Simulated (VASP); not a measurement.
Given:

```
BaO
1.0
    3.91286     0.00000     0.00000
    0.00000     5.53362     0.00000
    0.00000     0.00000    26.72132
Ba O
6 6
Direct
  0.00000   0.00000   0.31736
  0.50000   0.50000   0.38781
  0.00000   0.00000   0.46323
  0.50000   0.50000   0.53677
  0.00000   0.00000   0.61219
  0.50000   0.50000   0.68264
  0.50000   0.00000   0.37711
  0.00000   0.50000   0.32902
  0.50000   0.00000   0.52692
  0.00000   0.50000   0.47308
  0.50000   0.00000   0.67098
  0.00000   0.50000   0.62289
```

These are PBEsol GGA, VASP's PBE PAW potentials (set 64) (plane waves; VASP) values and carry that method's errors. Settings: PREC = Normal, 450 eV cut-off, 5×4×1 Γ-centred mesh, Gaussian smearing of 0.050 eV, potentials Ba_sv O.

Question: Predict the energy per atom (σ→0).

Answer: 
```json
{
 "energy per atom (σ→0)": "-6.033 eV/atom"
}
```

The cell is a thin slab with vacuum, built from BaO (rock salt): (110) face.
